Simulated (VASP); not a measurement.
Data:

```
GaInZnO4
1.0
    1.68243     0.97135     8.87423
   -1.68243     0.97135     8.87423
    0.00000    -1.94270     8.87423
In Ga Zn O
1 1 1 4
Direct
  0.00000   0.00000   0.00000
  0.78290   0.78290   0.78290
  0.21710   0.21710   0.21710
  0.87180   0.87180   0.87180
  0.12820   0.12820   0.12820
  0.70720   0.70720   0.70720
  0.29280   0.29280   0.29280
```

Level of theory: PBE GGA, VASP's PBE PAW potentials (set 64) (plane waves; VASP). Settings: 400 eV cut-off, 9×9×9 Γ-centred mesh, Gaussian smearing of 0.10 eV, potentials In_d Ga_d Zn O.

At this cut-off the stress carries a Pulay error, which pulls relaxed volumes low. Unless said otherwise, spin-orbit coupling is left out, though it shifts the bands of the heavy elements here.

Estimate the energy per atom (σ→0), pressure, largest force, band gap (on the k-mesh) with the smallest direct gap where there is one.

The band gap (on the k-mesh) is none (metal, semimetal or under 0.01 eV), the energy per atom (σ→0) is -5.338 eV/atom and the pressure is -65.2 kbar. The largest force is 1.699 eV/Å.

Only differences to runs with the same potentials and settings are physical.

The structure was generated: ZnInGaO4 was put into an ordered model structure, which need not be its known phase. The cell was not relaxed at this level.
